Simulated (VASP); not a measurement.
VASP ran on this input.

POSCAR:
```
ZnCdS2
1
    3.9254330018     0.0000000000     0.0000000000
    0.0000000000     3.9254330018     0.0000000000
    0.0000000000     0.0000000000     5.6647998507
Zn Cd S
1 1 2
Direct
  0.0000000000   0.0000000000   0.5000000000
  0.5000000000   0.5000000000   0.0000000000
  0.5000000000   0.0000000000   0.2761326118
  0.0000000000   0.5000000000   0.7238673882
```

### KPOINTS
```
Regular mesh
0
gamma
5 5 4
```

INCAR:
```
ALGO = Normal
EDIFF = 1E-6
EDIFFG = -0.02
ENCUT = 400
GGA = PS
IBRION = 2
ISIF = 3
ISMEAR = 0
LASPH = .TRUE.
LCHARG = .FALSE.
LMAXMIX = 4
LREAL = .FALSE.
LWAVE = .FALSE.
NELM = 100
NSW = 60
PREC = Accurate
SIGMA = 0.05
SYSTEM = ZnCdS2
```

POTCAR, in this order: Zn Cd S (PBE.64 set). Program: vasp_std.

Question: Write an equivalent input for Ansatz.

Answer: One equivalent input (not run):
Ansatz 0.2 input:
```yaml
crystal:
  lattice:
    - [3.9254330, 0.0000000, 0.0000000]
    - [0.0000000, 3.9254330, 0.0000000]
    - [0.0000000, 0.0000000, 5.6647999]
  atoms:
    - { symbol: Zn, position: [0.0000000, 0.0000000, 0.5000000] }
    - { symbol: Cd, position: [0.5000000, 0.5000000, 0.0000000] }
    - { symbol: S, position: [0.5000000, 0.0000000, 0.2761326] }
    - { symbol: S, position: [0.0000000, 0.5000000, 0.7238674] }
kpoints:
  mp_grid: { grid: [5, 5, 4] }
hamiltonian:
  xc: pbesol
  pseudopotentials: { kind: paw }
scf:
  occupations: { method: gaussian, width: 0.05 }
  max_iter: 100
relax:
  max_steps: 60
  f_tol: 0.02
  cell: {}
output: { forces: true, stress: true, eigenvalues: true }
```
The two are equivalent in intent, not identical: each code has its own PAW files, so the cut-off isn't converted (ENCUT is set for VASP's; basis.ecutwfc is left out, and Ansatz then takes the one that its files recommend); Ansatz stops its SCF on the density residual and VASP on the energy change (EDIFF).

The structure comes from a computed database's ZnCdS2 entry (P-4m2); how it stands against other phases isn't given here. This run relaxes it. Symmetry was kept, so distortions that lower it aren't found. The start is the result of an earlier pass.
